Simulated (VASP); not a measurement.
Given:

```
CELL_PARAMETERS angstrom
      0.00000     3.50736     3.50736
      3.50736     0.00000     3.50736
      3.50736     3.50736     0.00000
ATOMIC_POSITIONS crystal
  K  0.00000 0.00000 0.00000
  I  0.50000 0.50000 0.50000
```

Computed with PBE GGA with D3 dispersion (Becke-Johnson damping), VASP's PBE PAW potentials (set 64) (plane waves; VASP 6.6.1). Numerical set-up: 520 eV cut-off, 6×6×6 Γ-centred mesh, Gaussian smearing of 0.050 eV, potentials K_sv I.

Unless said otherwise, spin-orbit coupling is left out, though it shifts the bands of the heavy elements here.

**Question.** Estimate the energy per atom (σ→0), band gap (on the k-mesh) with the smallest direct gap where there is one.

**Answer.** 
The band gap (on the k-mesh) is 4.01 eV. The smallest direct gap (on the k-mesh) is 4.01 eV and the energy per atom (σ→0) comes out as -290.0 kJ/mol of atoms.

The compound is KI in the rock salt structure. It was relaxed first. The start is the result of an earlier pass.
